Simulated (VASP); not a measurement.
Data:

```xyz
4
Lattice="1.6421 -2.8441 0.0000 1.6421 2.8441 0.0000 0.0000 0.0000 5.3629" Properties=species:S:1:pos:R:3 pbc="T T T"
Ga     1.6421    -0.9480     2.6833
Ga     1.6421     0.9480     0.0018
N      1.6421    -0.9480     4.7014
N      1.6421     0.9480     2.0200
```

All values below come from vdW-DF2, VASP's PBE PAW potentials (set 64) (plane waves; VASP 6.6.1). Run with 520 eV cut-off, 9×9×5 Γ-centred mesh, tetrahedra with Blöchl corrections, potentials Ga_d N.

Question: Estimate the energy per atom (σ→0), band gap (on the k-mesh) with the smallest direct gap where there is one.

Answer: 
```yaml
band gap (on the k-mesh): 1.23 eV
smallest direct gap (on the k-mesh): 1.23 eV
energy per atom (σ→0): -3.338 eV/atom
```

The absolute energy has meaning only against runs of the same code, potentials and settings.

The compound is GaN in the wurtzite structure. It was relaxed first, which changed the volume by +10 %.
